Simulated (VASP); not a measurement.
A convergence study with VASP on RbBr (rock salt): one setting is varied, all else stays as given below, so the limit is that of these other settings. Each run relaxes cell and ions from the cell shown. The basis is that of the starting cell, so low cut-offs carry a Pulay error.

```xyz
2
Lattice="0.0000 3.4450 3.4450 3.4450 0.0000 3.4450 3.4450 3.4450 0.0000" Properties=species:S:1:pos:R:3 pbc="T T T"
Rb     0.0000     0.0000     0.0000
Br     3.4450     3.4450     3.4450
```

Level of theory: PBE GGA, VASP's PBE PAW potentials (set 64) (plane waves; VASP). The tightest run used: 700 eV cut-off, 6×6×6 Γ-centred mesh, Gaussian smearing of 0.050 eV, potentials Rb_sv Br.

Gaps are read on the run's mesh, which can miss a band edge.

```tsv
setting	relaxed volume (Å³/atom)	E (eV/atom)	gap on the mesh (eV)	plane waves
ENCUT = 150	35.304	-3.1777	4.716	347
ENCUT = 200	40.616	-3.0502	4.341	544
ENCUT = 250	42.626	-3.0555	4.224	754
ENCUT = 300	43.094	-3.0571	4.195	982
```

Problem. These are the cheaper rows. Estimate the results at ENCUT = 700, and how far the last row shown lies from them.

Solution. 
```csv
quantity,tightest run,last row shown is off by
relaxed volume (Å³/atom),43.281,-0.187
E (eV/atom),-3.0576,0.0005
gap on the mesh (eV),4.184,0.011
```

Left out are rungs that failed or repeat a setting and relaxations that didn't move; long series are thinned to 24 rows.

The compound is RbBr in the rock salt structure.
